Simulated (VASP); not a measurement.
Input:

BaF₂ is modelled in the cubic space group Fm-3m (No. 225), the fluorite structure, Pearson symbol cF12. Cell: a = 6.221 Å, b = 6.221 Å, c = 6.221 Å, α = 90.00°, β = 90.00°, γ = 90.00°. Ba on 4a is coordinated by 8 F at 2.694 Å (cubic). F on 8c has 4 Ba at 2.694 Å (tetrahedral). (Neighbours: up to the widest gap in distance over summed covalent radii, below 1.35, at either atom; cation-cation and far metal-metal contacts left out.)
(The calculation used a cell of 3 atoms; values per cell refer to that cell.)

These are vdW-DF-cx, VASP's PBE PAW potentials (set 64) (plane waves; VASP) values and carry that method's errors. Settings: 520 eV cut-off, 6×6×6 Γ-centred mesh, Gaussian smearing of 0.050 eV, potentials Ba_sv F.

Problem. Give the energy at these volumes per atom, relative to the lowest: 18.80, 19.41, 20.01, 20.61, 21.21 Å³.

Solution. 16.0, 4.0, 0.0, 2.4, 10.4 meV/atom. A third-order Birch-Murnaghan fit gives B0 = 57.5 GPa and B0′ = 4.9.

Measured: bulk modulus 57.0 GPa (computed value off by +0.8 %), as given by On the Morphology of Group II Metal Fluoride Nanocrystals at Finite Temperature and Partial Pressure of HF, PMC6154342. The calculation is for a static lattice, while the measured bulk modulus holds thermal and zero-point effects, which are part of the difference.

The compound is BaF2 in the fluorite structure. It was relaxed first.
